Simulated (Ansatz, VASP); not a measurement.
Given: the input of a run of Ansatz 0.2.0 on Sr2SO.

Contents of input.yaml:

```yaml
crystal:
  lattice:
    - [3.9606987994, 0.0, 0.0]
    - [0.0, 3.9606987994, 0.0]
    - [0.0, 0.0, 5.6012733696]
  atoms:
    - { symbol: Sr, position: [0.5, 0.5, 0.5] }
    - { symbol: Sr, position: [0.0, 0.0, 0.0] }
    - { symbol: S, position: [0.0, 0.0, 0.5] }
    - { symbol: O, position: [0.5, 0.5, 0.0] }
hamiltonian:
  xc: pbe
  pseudopotentials: { kind: paw }
kpoints:
  mp_grid: { grid: [7, 7, 5] }
scf:
  occupations: { method: fermi_dirac, width: 0.05 }
output:
  forces: true
  stress: true
  eigenvalues: true
```

Potentials or basis: Ansatz PAW.

Command:

```sh
$ ansatz run input.yaml --threads 2 --pin off --max-ram 5120MiB --backend cpu --events-out ev --progress --plain --runs-dir out
```

**Question.** Translate it to VASP 6.6.1. Potentials there: VASP PAW PBE potentials, release 64 (Sr_sv, S, O).

**Answer.** As run (the cutoff follows the program's own potentials):

The input INCAR:

```
ALGO     = Normal         # electronic algorithm
EDIFF    = 1E-7           # SCF threshold, eV
ENCUT    = 520            # plane-wave cutoff, eV
GGA      = PE             # functional
ISIF     = 2              # what is computed and relaxed
ISMEAR   = -1             # smearing method
LASPH    = T              # aspherical terms in the spheres
LCHARG   = F              # write CHGCAR
LREAL    = F              # projectors in reciprocal space
LWAVE    = F              # write WAVECAR
NBANDS   = 24             # bands
NELM     = 80             # most SCF steps
PREC     = Accurate       # precision mode
SIGMA    = 0.05           # smearing width, eV
```

File KPOINTS:

```
k-points
0
Gamma
  7 7 5
```

The input POSCAR:

```
Sr2SO
1.0
    3.9606987994      0.0000000000      0.0000000000
    0.0000000000      3.9606987994      0.0000000000
    0.0000000000      0.0000000000      5.6012733696
Sr S O
2 1 1
Direct
    0.5000000000      0.5000000000      0.5000000000
    0.0000000000      0.0000000000      0.0000000000
    0.0000000000      0.0000000000      0.5000000000
    0.5000000000      0.5000000000      0.0000000000
```

Potentials or basis: VASP PAW PBE potentials, release 64 (Sr_sv, S, O).

The run is started by

```console
$ cat potpaw_PBE.64/Sr_sv/POTCAR potpaw_PBE.64/S/POTCAR potpaw_PBE.64/O/POTCAR > POTCAR
$ mpirun -np 1 vasp_std > vasp.out
```

Both were run:

|  | VASP | Ansatz | Ansatz less VASP |
| --- | --- | --- | --- |
| gap on the k mesh at the Fermi level (eV) | 2.13 | 2.16 | +0.024 |
| least direct gap on the mesh (eV) | 2.13 | 2.16 | +0.024 |
| pressure (GPa) | 4.1 | 3.8 | -0.28 |
| largest component of the traceless stress (GPa) | 0.11 | 0.10 | -0.003 |

Caveats: an odd mesh through Γ misses points on the zone boundary, where band edges often lie (VASP); odd divisions of the mesh miss points on the zone boundary, where band edges often lie, so the gap on the mesh can be too wide (Ansatz).
